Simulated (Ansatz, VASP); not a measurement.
# ZnS: VASP beside Ansatz

Wanted: the spread between two codes on one cell, functional and k mesh. The cell is taken from a series of runs on this material, whose earlier steps may have relaxed, scaled, displaced or heated it; both programs get it as it stands.

Main program and level: Ansatz 0.2.0; plane waves, with VASP 6.6.1 beside it; relaxation of cell and atoms at r2SCAN.

## 1. The starting structure

Symmetry: F-43m, No. 216, cubic system. The conventional cell has a = 5.404 Å, b = 5.404 Å, c = 5.404 Å, α = 90.00°, β = 90.00°, γ = 90.00°. Nearest to Zn lie 4 S at 2.34 Å. S has 4 Zn at 2.34 Å nearest. Farther neighbours and most contacts between anions are not listed.

Coordinates:

```cif
data_structure
_symmetry_space_group_name_H-M 'P 1'
_symmetry_Int_Tables_number 1
_cell_length_a 3.8212
_cell_length_b 3.8212
_cell_length_c 3.8212
_cell_angle_alpha 60.000
_cell_angle_beta 60.000
_cell_angle_gamma 60.000
_cell_volume 39.45
loop_
_atom_site_label
_atom_site_type_symbol
_atom_site_fract_x
_atom_site_fract_y
_atom_site_fract_z
_atom_site_occupancy
Zn1 Zn 0.75000 0.75000 0.75000 1
S2 S 0.00000 0.00000 0.00000 1
```

## 2. Ansatz: relaxation of cell and atoms, r2SCAN

Ansatz runs on its PAW soft_1 files.

The relaxed volume is the usual yardstick between codes: in a stiff, nearly cubic crystal its relative difference is about their pressure difference at one cell divided by the bulk modulus.

Contents of input.yaml:

```yaml
crystal:
  lattice:
    - [0.0, 2.702, 2.702]
    - [2.702, 0.0, 2.702]
    - [2.702, 2.702, 0.0]
  atoms:
    - { symbol: Zn, position: [0.75, 0.75, 0.75] }
    - { symbol: S, position: [0.0, 0.0, 0.0] }
kpoints:
  mp_grid: { grid: [6, 6, 6] }
hamiltonian:
  xc: r2scan
  pseudopotentials: { kind: paw, azcp: { folder: soft_1 } }
scf:
  occupations: { method: gaussian, width: 0.02 }
output:
  forces: true
  stress: true
  eigenvalues: true
relax:
  adjacent_minimum: "off"
  f_tol: 0.005
  max_steps: 80
  cell: { stress_tol: 0.05 }
```

Command:

```
ansatz run input.yaml --threads 4 --pin off --max-ram 9216MiB --backend cpu --events-out ev --progress --plain --runs-dir out
```

Numbers of over 12 decimals in the logs are rounded to 6 here.

What it wrote:

```text
Engine: ansatz 0.2.0, aarch64-unknown-linux-gnu
Pseudopotentials: kind: paw
Pseudopotential: Zn, paw, valence charge 12, recommended cutoff 500 eV (meta_gga), soft_1/Zn.paw.azcp
Pseudopotential: S, paw, valence charge 6, recommended cutoff 500 eV (meta_gga), soft_1/S.paw.azcp
Functional definition: r2SCAN
  parameter k0 = 0.174
  parameter k1 = 0.065
  parameter a1 = 4.9479
  exchange = r2scan_x(k0 = k0, k1 = k1, a1 = a1)
  correlation = r2scan_c
Crystal: 2 atoms, lattice volume = 39.454 Å³
Basis set: ecut = 500 eV, 965 PW (Γ), exchange–correlation on 120×120×120 points (64 copies of the dense FFT grid, shifted against one another)
Bands: 13, of which v1, the nominal top of the filled ones, is band 9 counted from 1 (8 counted from 0)
Symmetry: 24 space group operations
Space group: F-43m (ITA 216), of the structure as read, at distance tolerance 3.4e-5 Å
k-points: 16 of 216 (time reversal used)
Non-local potential: Zn, projectors of the file, l = 0: 2, l = 1: 2, l = 2: 3, l = 3: 1
Non-local potential: S, projectors of the file, l = 0: 2, l = 1: 2, l = 2: 1
PAW form: soft (Blöchl's): semilocal exchange-correlation on the pseudo side does not see the compensation charge
PAW frozen core: Zn, regenerated for the run's functional (the file was generated under x = pbe(κ = 0.804, μ = 0.219515), c = pbe(β = 0.066725))
PAW frozen core: S, regenerated for the run's functional (the file was generated under x = pbe(κ = 0.804, μ = 0.219515), c = pbe(β = 0.066725))
PAW one-centre angular grid: Zn, 590 points (default); XC on 160 Gauss nodes
PAW one-centre angular grid: S, 302 points (default); XC on 160 Gauss nodes
Initial density: superposition of atomic densities (chi_scale 0.1, normalization cell, long waves kept (reshape's long-wave potential 0.00 eV rms))
Initial wavefunctions: pseudopotential atomic-orbital guess
Functional: x = r2scan, c = r2scan; τ floored in thin density (d = 2e-4 eV/Å³)
SCF iter   1: F=—  HF=-4233.501280 eV  |F-HF|=—  |Δ(HF+E_count)|=         —  Δρ=5.35e-2  dr2=5.93e-1  dr2_τ=1.38e-2  ethr=3.10e-3  ⟨swp⟩=6.8  Hψ=1539  notcnv=0
preconditioner: auto → none  [insulator: Δε(μ)=2.744 eV  Ē_g=13.393 eV  σ=0.020 eV  W_gap=1.00  n_scr=14 (ndim 8)  ℏωp=25.1 eV  f_vac=0.000  D(μ)=0.00/eV (n_scr^D=0)  ε∞_Penn≈4.5]
SCF iter   2: F=—  HF=-4233.457041 eV  |F-HF|=—  |Δ(HF+E_count)|=   4.42e-2  Δρ=1.58e-2  dr2=6.33e-2  dr2_τ=1.43e-3  ethr=3.10e-3  ⟨swp⟩=2.0  Hψ=528  notcnv=0
SCF iter   3: F=—  HF=-4233.450921 eV  |F-HF|=—  |Δ(HF+E_count)|=   6.12e-3  Δρ=1.31e-2  dr2=3.10e-2  dr2_τ=4.48e-4  ethr=3.52e-4  ⟨swp⟩=2.0  Hψ=528  notcnv=0
SCF iter   4: F=—  HF=-4233.448989 eV  |F-HF|=—  |Δ(HF+E_count)|=   1.93e-3  Δρ=1.94e-3  dr2=9.57e-4  dr2_τ=8.07e-5  ethr=1.72e-4  ⟨swp⟩=2.0  Hψ=398  notcnv=0
SCF iter   5: F=—  HF=-4233.449141 eV  |F-HF|=—  |Δ(HF+E_count)|=   1.52e-4  Δρ=5.44e-4  dr2=6.69e-5  dr2_τ=1.99e-6  ethr=5.32e-6  ⟨swp⟩=2.2  Hψ=484  notcnv=0
SCF iter   6: F=—  HF=-4233.449157 eV  |F-HF|=—  |Δ(HF+E_count)|=   1.63e-5  Δρ=3.84e-5  dr2=7.64e-7  dr2_τ=2.33e-8  ethr=3.72e-7  ⟨swp⟩=2.1  Hψ=353  notcnv=0
SCF iter   7: F=-4233.449157 eV  HF=-4233.449157 eV  |F-HF|=9.33e-9  |Δ(HF+E_count)|=   1.19e-7  Δρ=1.05e-5  dr2=2.31e-8  dr2_τ=7.51e-10  ethr=5.56e-10  ⟨swp⟩=7.6  Hψ=1216  notcnv=0
SCF 1 converged in 7 iterations: F = -4233.449157 eV  dr2 = 2.31e-8
  greatest PAW one-centre occupation: 0.983 electrons in one spin orbital (limit 2), on the Zn atom at site 0 (counted from 0), in its partial waves of l = 2
relax step   1: F+E_penalty+E_count = -4233.44915716 eV  Δ(F+E_penalty+E_count) = +0.000e0 eV  max|allowed force component| = 1.758e-16 eV/Å  Δτ_max = 0.0000 Å  P = -0.565 GPa  Ω = 39.454 Å³  (7 SCF iters, dr2 threshold 1.00e-7 eV, accepted)
[...]
relax step   2: F+E_penalty+E_count = -4233.44964185 eV  Δ(F+E_penalty+E_count) = -4.847e-4 eV  max|allowed force component| = 7.055e-17 eV/Å  Δτ_max = 0.0000 Å  P = -0.229 GPa  Ω = 39.281 Å³  energy of the carried Pulay correction = +5.675e-5 eV  (4 SCF iters, dr2 threshold 2.00e-7 eV, accepted)
[...]
relax step   3: F+E_penalty+E_count = -4233.44976311 eV  Δ(F+E_penalty+E_count) = -1.213e-4 eV  max|allowed force component| = 2.429e-17 eV/Å  Δτ_max = 0.0000 Å  P = +0.003 GPa  Ω = 39.165 Å³  energy of the carried Pulay correction = +9.530e-5 eV  (4 SCF iters, dr2 threshold 1.31e-7 eV, accepted)
[...]
relax step   4: F+E_penalty+E_count = -4233.44967367 eV  Δ(F+E_penalty+E_count) = +8.944e-5 eV  max|allowed force component| = 1.850e-17 eV/Å  Δτ_max = 0.0000 Å  P = +0.000 GPa  Ω = 39.165 Å³  stress off target by 1.93e-4 GPa  SCF on the basis re-selected at this cell (its energy is not comparable with the rows above)  (5 SCF iters)
basis re-selected at this cell: Δ(F+E_penalty+E_count) = +8.944e-5 eV, ΔP = -0.002 GPa vs the last step (what re-selecting the basis moved, of the pressure what is left beyond the Pulay correction that the steps carried, after the strain that the cell walked since its last selection, with what the two solves' SCF thresholds leave and, on support functions, any second-order correction that the steps lacked; it is no m [...]
SCF converged after 5 iterations
Free energy (F): -4233.449674 eV
Harris-Foulkes:  -4233.449674 eV  (|F-HF|=0.00e0)
Internal energy: -4233.449674 eV  (E = F + TS)
E sigma→0 (E₀):  -4233.449674 eV
Fermi energy:    6.936815 eV
--- Per-component energies (eV) ---
  E_band       = -1.629714
  E_kinetic    = 251.823585
  E_local      = -2269.888200  (includes V_loc(G=0)·N_el)
  E_nonlocal   = 860.797635
  E_hartree    = 867.860182
  E_xc         = -153.913448
  E_vxc        = -140.429577  (∫ρ·V_xc dr)
  E_paw        = -2533.382668  (= ΣΔE_a)
  E_vpaw       = -446.469182  (= ΣTr[D̂ρ^β])
  E_aug_tail   = 0.000068  (compensation charges beyond the density's cutoff)
  E_vtau       = 6.815530  (kinetic-family band-sum trace: ∫τ·v_τ [+ j·A + Jᵃ·Aᵃ] dr)
  E_ewald      = -1256.454444
  E_core_change = -0.292384  (= ΣΔE_core)
  E_smearing   = -0.000000  (= −TS)
  E_closure    = 0.000000  (closes the sum)
  Σ components = -4233.449674   (vs F -4233.449674, Δ=0.00e0)
--- Forces (eV/Å), atoms counted from 1 ---
  atom   1  Zn     0.00000000    -0.00000000    -0.00000000
  atom   2  S      0.00000000     0.00000000     0.00000000
  max |Σ_I F_I| component: 3.70e-17 eV/Å
--- Stress (GPa, compression-positive) ---
        0.000193      -0.000000      -0.000000
       -0.000000       0.000193       0.000000
       -0.000000       0.000000       0.000193
  P = ⅓ Tr σ = 0.0002 GPa (0.002 kbar)
--- Band table (eV; the first three rows and the last of 16) ---
  k-point 0: bands = [... 5 lower, -0.3972, 5.5891, 5.5891, 5.5891, 8.2843, 12.4480, 12.4480, 12.4480]
  k-point 1: bands = [... 5 lower, -0.3989, 3.9135, 5.3346, 5.3346, 9.3642, 12.4388, 12.8636, 12.8636]
  k-point 2: bands = [... 5 lower, -0.3850, 1.6157, 4.8894, 4.8894, 9.5489, 13.0857, 13.0857, 13.9845]
  k-point 15: bands = [... 5 lower, -0.0346, 0.9206, 2.8688, 2.8907, 10.7666, 11.4150, 15.1651, 15.2039]
--- Relaxed structure (3 steps of the walk, 3 accepted, 1 SCFs on fresh bases) ---
  F+E_penalty+E_count = -4233.44967367 eV   max|allowed force component| = 1.850e-17 eV/Å   (the final SCF, on the basis selected at the relaxed cell)
  cell:  # Å, volume = 39.1646 Å³
    - [0, 2.695387, 2.695387]
    - [2.695387, 0, 2.695387]
    - [2.695387, 2.695387, 0]
  atoms:
    - { symbol: Zn, position: [0.750000, 0.750000, 0.750000] }
    - { symbol: S, position: [0, 0, 0] }
```

In the SCF lines HF is the Harris–Foulkes energy and dr2 the Hartree energy of the density residual, in eV; the loop may stop once dr2 is under the threshold and the program's other checks hold. Hψ counts applications of the Hamiltonian.

## 3. VASP: relaxation of cell and atoms, r2SCAN

The same cell, functional, mesh and smearing now go to VASP, with its own data sets.

Lines of VASP's logs that name or quote its potential files are left out, and so is its time.

Contents of INCAR:

```
SYSTEM = ZnS
PREC = Accurate
ENCUT = 550
EDIFF = 1E-07
NELM = 120
ISMEAR = 0
SIGMA = 0.02
LREAL = .FALSE.
ALGO = Normal
METAGGA = R2SCAN
LASPH = .TRUE.
NBANDS = 15
LORBIT = 11
LWAVE = .FALSE.
LCHARG = .FALSE.
ISIF = 3
IBRION = 2
NSW = 80
EDIFFG = -0.005
GGA_COMPAT = .FALSE.
NELMIN = 4
EFERMI = MIDGAP
LMIXTAU = .TRUE.
```

Contents of POSCAR:

```
ZnS
1.0
    0.0000000000      2.7020000000      2.7020000000
    2.7020000000      0.0000000000      2.7020000000
    2.7020000000      2.7020000000      0.0000000000
Zn S
1 1
Direct
    0.7500000000      0.7500000000      0.7500000000
    0.0000000000      0.0000000000      0.0000000000
```

Contents of KPOINTS:

```
Automatic mesh
0
Gamma
6 6 6
0 0 0
```

The projector-augmented-wave data sets are Zn and S (PBE family, release 64).

Command:

```
mpirun -np 1 vasp_std
```

What it wrote:

```text
[banner, memory and clock lines left out]
running    1 mpi-ranks, on    1 nodes
 distrk:  each k-point on    1 cores,    1 groups
 distr:  one band on    1 cores,    1 groups

 POSCAR found type information on POSCAR ZnS
 POSCAR found :  2 types and       2 ions
|                                                                             |
|               ----> ADVICE to this user running VASP <----                  |
|                                                                             |
|     You enforced a specific xc type in the INCAR file but a different       |
|     [... a line on the potential file left out ...]
|     I HOPE YOU KNOW WHAT YOU ARE DOING!                                     |
|                                                                             |

 LDA part: xc-table for (None), standard interpolation
 POSCAR, INCAR and KPOINTS ok, starting setup
 FFT: planning ... GRIDC
 FFT: planning ... GRID_SOFT
 FFT: planning ... GRID
 WAVECAR not read
 entering main loop
       N       E                     dE             d eps       ncg     rms          rms(c)
DAV:   1     0.750881202749E+02    0.75088E+02   -0.93122E+03   480   0.153E+03
DAV:   2    -0.158236596474E+02   -0.90912E+02   -0.85370E+02   522   0.281E+02
DAV:   3    -0.218747099205E+02   -0.60511E+01   -0.60071E+01   613   0.685E+01
DAV:   4    -0.219386839900E+02   -0.63974E-01   -0.63954E-01   592   0.739E+00
DAV:   5    -0.219392842185E+02   -0.60023E-03   -0.60022E-03   613   0.683E-01    0.709E+00
DAV:   6    -0.188528604439E+02    0.30864E+01   -0.17827E+00   550   0.421E+01    0.658E+00
DAV:   7    -0.187847261486E+02    0.68134E-01   -0.56891E-01   522   0.141E+01    0.344E+00
DAV:   8    -0.188408021277E+02   -0.56076E-01   -0.13220E-01   480   0.459E+00    0.150E+00
DAV:   9    -0.188275280215E+02    0.13274E-01   -0.13027E-01   480   0.365E+00    0.366E-01
DAV:  10    -0.188506304442E+02   -0.23102E-01   -0.47842E-02   480   0.212E+00    0.156E-01
DAV:  11    -0.188630011487E+02   -0.12371E-01   -0.49940E-03   522   0.793E-01    0.581E-02
DAV:  12    -0.188448232686E+02    0.18178E-01   -0.62572E-03   480   0.877E-01    0.103E-01
DAV:  13    -0.188632635645E+02   -0.18440E-01   -0.43987E-03   480   0.671E-01    0.226E-02
DAV:  14    -0.188633653133E+02   -0.10175E-03   -0.77144E-05   627   0.902E-02    0.806E-03
DAV:  15    -0.188633648592E+02    0.45403E-06   -0.29266E-06   508   0.179E-02    0.545E-03
DAV:  16    -0.188633680868E+02   -0.32276E-05   -0.11911E-06   592   0.231E-02    0.387E-03
DAV:  17    -0.188633690288E+02   -0.94195E-06   -0.65365E-07   529   0.870E-03    0.270E-03
DAV:  18    -0.188633690038E+02    0.24919E-07   -0.97905E-08   401   0.551E-03
   1 F= -.18863369E+02 E0= -.18863369E+02  d E =-.188634E+02
[...]
2 F= -.18864079E+02 E0= -.18864079E+02  d E =-.709806E-03
[...]
3 F= -.18864115E+02 E0= -.18864115E+02  d E =-.746483E-03
 curvature:  -0.32 expect dE=-0.761E-05 dE for cont linesearch -0.761E-05
 ZBRENT: interpolating
 opt :   0.7233  next Energy=   -18.864124 (dE=-0.755E-03)
 bond charge predicted
       N       E                     dE             d eps       ncg     rms          rms(c)
DAV:   1    -0.188642843468E+02   -0.16883E-03   -0.18503E-03   564   0.964E-01    0.923E-02
DAV:   2    -0.188641107706E+02    0.17358E-03   -0.39518E-04   592   0.602E-01    0.371E-02
DAV:   3    -0.188641010623E+02    0.97083E-05   -0.13636E-05   522   0.362E-02    0.175E-02
DAV:   4    -0.188641005151E+02    0.54722E-06   -0.12408E-05   529   0.413E-02    0.837E-03
DAV:   5    -0.188641027053E+02   -0.21902E-05   -0.19427E-06   515   0.157E-02    0.686E-03
DAV:   6    -0.188641053337E+02   -0.26284E-05   -0.11907E-06   655   0.117E-02    0.310E-03
DAV:   7    -0.188641052794E+02    0.54296E-07   -0.39314E-07   494   0.628E-03
   4 F= -.18864105E+02 E0= -.18864105E+02  d E =-.736276E-03
 curvature:  -0.36 expect dE=-0.263E-06 dE for cont linesearch -0.263E-06
 trial: gam= 0.00000 g(F)=  0.321E-46 g(S)=  0.726E-06 ort =-0.342E-04 (trialstep = 0.945E+00)
 search vector abs. value=  0.727E-06
 reached required accuracy - stopping structural energy minimisation
```

OUTCAR, selected parts (step 3):

```text
ion  position               nearest neighbor table
   1  0.750  0.750  0.750-   2 2.34   2 2.34   2 2.34   2 2.34
   2  0.000  0.000  0.000-   1 2.34   1 2.34   1 2.34   1 2.34

  LATTYP: Found a face centered cubic cell.
 ALAT       =     5.4040000000

 Subroutine GETGRP returns: Found 24 space group operations
 (whereof 24 operations were pure point group operations)

The static configuration has the point symmetry T_d .

 Found     16 irreducible k-points:

   k-points           NKPTS =     16   k-points in BZ     NKDIM =     16   number of bands    NBANDS=     15

   dimension x,y,z NGX =    30 NGY =   30 NGZ =   30
   dimension x,y,z NGXF=    60 NGYF=   60 NGZF=   60

   ENCUT  =  550.0 eV  40.42 Ry    6.36 a.u.   7.31  7.31  7.31*2*pi/ulx,y,z

   NELECT =      18.0000    total number of electrons

 k-points in reciprocal lattice and weights: Automatic mesh
   0.00000000  0.00000000  0.00000000       0.005
   0.16666667  0.00000000  0.00000000       0.037
   0.33333333  0.00000000  0.00000000       0.037
   0.50000000  0.00000000  0.00000000       0.019
   0.16666667  0.16666667  0.00000000       0.028
   0.33333333  0.16666667  0.00000000       0.111
   0.50000000  0.16666667  0.00000000       0.111
  -0.33333333  0.16666667  0.00000000       0.111
  -0.16666667  0.16666667  0.00000000       0.056
[...]
-0.33333333  0.33333333  0.16666667       0.111
  -0.33333333  0.50000000  0.16666667       0.056

 average (electrostatic) potential at core
       1 -41.7243       2 -91.5500

 E-fermi :   3.2615

 k-point     1 :       0.0000    0.0000    0.0000
  band No.  band energies     occupation
    ...
      5      -4.0705      2.00000
      6      -4.0705      2.00000
      7       1.9060      2.00000
      8       1.9060      2.00000
      9       1.9060      2.00000
     10       4.6169      0.00000
     11       8.8019      0.00000
     12       8.8019      0.00000
     13       8.8019      0.00000
     14      14.2182      0.00000
    ...

 k-point     2 :       0.1667    0.0000    0.0000
  band No.  band energies     occupation
    ...
      5      -4.0724      2.00000
      6      -4.0724      2.00000
      7       0.2302      2.00000
      8       1.6518      2.00000
      9       1.6518      2.00000
     10       5.6978      0.00000
     11       8.7895      0.00000
     12       9.2199      0.00000
     13       9.2199      0.00000
     14      13.4045      0.00000
    ...

 k-point     3 :       0.3333    0.0000    0.0000
  band No.  band energies     occupation
    ...
      5      -4.0588      2.00000
      6      -4.0588      2.00000
      7      -2.0669      2.00000
      8       1.2073      2.00000
      9       1.2074      2.00000
     10       5.8813      0.00000
     11       9.4400      0.00000
     12       9.4400      0.00000
     13      10.3308      0.00000
     14      14.0813      0.00000
    ...

  Total        0.0031684      0.0031684      0.0031684     -0.0000000      0.0000000     -0.0000000
  in kB        0.1296740      0.1296740      0.1296740     -0.0000000      0.0000000     -0.0000000
  external PRESSURE =       0.1296740 kB  Pullay stress =       0.0000000 kB

  energy-cutoff  :      550.00
  volume of cell :       39.15
      direct lattice vectors                 reciprocal lattice vectors
    -0.000000000  2.694970085  2.694970085    -0.185530816  0.185530816  0.185530816
     2.694970085  0.000000000  2.694970085     0.185530816 -0.185530816  0.185530816
     2.694970085  2.694970085  0.000000000     0.185530816  0.185530816 -0.185530816

 POSITION                                       TOTAL-FORCE (eV/Angst)
 -----------------------------------------------------------------------------------
      4.04246      4.04246      4.04246         0.000000      0.000000      0.000000
      0.00000      0.00000      0.00000        -0.000000     -0.000000     -0.000000
 -----------------------------------------------------------------------------------
    total drift:                               -0.000001     -0.000001     -0.000001

  FREE ENERGIE OF THE ION-ELECTRON SYSTEM (eV)
  ---------------------------------------------------
  free  energy   TOTEN  =       -18.8641052794 eV

  energy  without entropy=      -18.8641052794  energy(sigma->0) =      -18.86410528

 reached required accuracy - stopping structural energy minimisation

 total charge
# of ion       s       p       d       tot
------------------------------------------
    1        0.502   0.481   9.819  10.802
    2        1.302   2.470   0.000   3.772
--------------------------------------------------
tot          1.804   2.951   9.819  14.573

[... 3 further parts left out ...]
```

## 4. Differences

Known differences besides the potentials themselves: VASP keeps PBE cores, Ansatz makes them for the functional; the cutoff is 500 eV in Ansatz and 550 eV in VASP; Ansatz adds a Pulay correction to the stress that steers its cell, VASP none. Total energies have different zeros and are not compared.

Both answers:

```csv
quantity,Ansatz,VASP,difference
volume (Å³),39.16,39.15,+0.05 %
"edge a after relaxation, in the typed setting (Å)",3.812,3.811,+0.02 %
```

## 5. Results

| Property | Result |
| --- | --- |
| difference in volume (relaxation of cell and atoms, r2SCAN) | 0.046 % |

**Reading.** The difference in volume is 0.046 % (relaxation of cell and atoms, r2SCAN), within the 1.2 % picked in this series as the mark of a large difference, as far as the stopping tolerances let one tell. 1 further run of this series is not shown here. How closely two codes agree says nothing of how well the functional describes the real material.

[Lines on the potential files, build, host, timing and source positions are cut from VASP's logs without a mark.]

[Logs are printed without paths, hosts, clocks, repeated set-up lines and the standing remarks that a program may print on its own settings, such as how far it seeks lower states.]

[Hosts, paths, dates, database ids (printed as entryN), source tags and the programs' standing remarks are cut or masked in the printed files.]
